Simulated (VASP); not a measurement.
```
ZnO
1.0
    1.62887    -2.82129     0.00000
    1.62887     2.82129     0.00000
    0.00000     0.00000     5.26485
Zn O
2 2
Direct
  0.66667   0.33333   0.50177
  0.33333   0.66667   0.00177
  0.66667   0.33333   0.88023
  0.33333   0.66667   0.38023
```

All values below come from LDA (Ceperley-Alder, Perdew-Zunger), VASP's LDA PAW potentials (set 64) (plane waves; VASP). Settings: 520 eV cut-off, 10×10×5 Γ-centred mesh, Gaussian smearing of 0.050 eV, potentials Zn O.

**Question.** Give the stress tensor in GPa (positive for a compressed cell).

**Answer.** 
```
-8.18   0.00   0.00
 0.00  -8.18   0.00
 0.00   0.00  -8.09
```
The pressure is its mean diagonal, -8.15 GPa.

The compound is ZnO in the wurtzite structure. This cell is one point of a volume scan, at 1.06 of the reference volume.
